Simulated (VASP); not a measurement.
Consider the following.

```
SnC
1.0
    3.55299     0.00000     0.00000
   -1.77649     3.07698     0.00000
    0.00000     0.00000     5.81533
Sn C
2 2
Direct
  0.33333   0.66667   0.99976
  0.66667   0.33333   0.49976
  0.33333   0.66667   0.37524
  0.66667   0.33333   0.87524
```

Level of theory: PBEsol GGA, VASP's PBE PAW potentials (set 64) (plane waves; VASP 6.6.1). Run with 620 eV cut-off, 7×7×4 Γ-centred mesh, Gaussian smearing of 0.050 eV, potentials Sn_d C.

Q: What does the run give for the energy per atom (σ→0)?

A: 
The energy per atom (σ→0) is -6.179 eV/atom.

Total energies compare only between runs with the same potentials, cut-off and functional.

The structure was generated: SnC was put into the wurtzite type (P6_3mc), which need not be its known phase. It was relaxed first.
